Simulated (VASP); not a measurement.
```yaml
crystal:
  lattice:
    - [-1.40177, 1.40177, 1.40177]
    - [1.40177, -1.40177, 1.40177]
    - [1.40177, 1.40177, -1.40177]
  atoms:
    - { symbol: Fe, position: [0.00000, 0.00000, 0.00000], spin: 2.1 }
```

The numbers are results of PBE GGA with D3 dispersion (Becke-Johnson damping), VASP's PBE PAW potentials (set 64) (plane waves; VASP 6.6.1), not measurements. Numerical set-up: 520 eV cut-off, Gaussian smearing of 0.050 eV, potentials Fe.

Q: Give the spin-up energies of bands 1 to 6 at the high-symmetry points, in eV from the Fermi level.

A: 
```
band      Γ      H      N      P
----  -----  -----  -----  -----
1     -8.62  -5.04  -5.10  -3.34
2     -2.37  -5.04  -3.50  -3.34
3     -2.37   0.16  -1.03  -3.34
4     -2.37   0.16  -0.90  -0.86
5     -1.10   0.16   0.45  -0.86
6     -1.10  10.15   0.50   8.84
```

Q: Give the spin-down energies of bands 1 to 6 at the high-symmetry points, in eV from the Fermi level.

A: 
```csv
band,Γ,H,N,P
1,-8.46,-3.26,-3.85,-2.00
2,-0.52,-3.25,-1.85,-2.00
3,-0.52,2.28,0.62,-2.00
4,-0.52,2.28,1.47,1.93
5,1.61,2.28,1.88,1.93
6,1.61,10.42,2.60,9.72
```

It has no gap at this level: it comes out as a metal or semimetal.

The compound is Fe in the bcc structure. It was relaxed first, which changed the volume by -7 %.
